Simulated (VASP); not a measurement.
**LiH8ClO4: single point with LDA**

The system is LiH8ClO4.

```xyz
14
Lattice="5.2848 0.0000 0.0000 0.0000 5.2848 0.0000 0.0000 0.0000 5.2848" Properties=species:S:1:pos:R:3 pbc="T T T"
O     2.4198    3.3234    1.1798
O     1.0847    2.6419    3.4036
O     3.2851    0.8836    3.1793
O     4.8598    3.4008    5.3112
H     2.0556    4.2486    1.1438
H     2.1846    3.0644    2.1198
H     0.2635    3.1344    3.6730
H     0.7832    1.8682    2.8395
H     4.0676    0.4976    2.7155
H     2.5022    0.5865    2.6595
H     5.1044    4.2753    5.7207
H     3.9503    3.2239    5.6798
Li    1.1922    2.2921    0.0316
Cl    0.6908    5.7383    1.4840
```

The cell was built by a generator and needn't be a form met in nature.

```yaml
Program: VASP 6.6.1
Task: single point
Functional: LDA
Potentials_or_basis: VASP PAW LDA potentials, release 64 (O, H, Li_sv, Cl)
Cutoff: 520 eV
k_mesh: 1 × 1 × 1
Occupations: fermi-dirac, width 0.05 eV
Spin: no spin polarisation
```

```json
{
  "Largest force": "0.277 eV/Å",
  "Band gap on the k mesh": "4.74 eV, direct"
}
```

Forces in eV/Å, atoms in the order of the input:
```
O    0.057 -0.022 -0.086
O    0.032 -0.216 -0.105
O    0.211 -0.060 -0.169
O    0.045  0.026 -0.047
H   -0.071  0.126 -0.048
H    0.015 -0.159  0.145
H   -0.116  0.053  0.090
H    0.050  0.099  0.075
H   -0.132  0.143  0.070
H    0.026  0.035  0.019
H    0.049  0.063 -0.007
H   -0.137 -0.091  0.067
Li  -0.027  0.009  0.141
Cl   0.000 -0.006 -0.146
```

Levels at points of the mesh, in eV from the valence-band top:
| k point | band 17 | band 18 | band 19 | band 20 | band 21 | band 22 | band 23 | band 24 | band 25 | band 26 |
| --- | --- | --- | --- | --- | --- | --- | --- | --- | --- | --- |
| (0.00, 0.00, 0.00) | -1.05 | -0.94 | -0.72 | -0.61 | 0.00 | 4.74 | 7.87 | 8.13 | 8.96 | 9.45 |

Wall time 11 s on 1 thread of AMD EPYC 7R13 Processor (Zen 3), with other jobs on the host, peak memory 0.15 GiB.
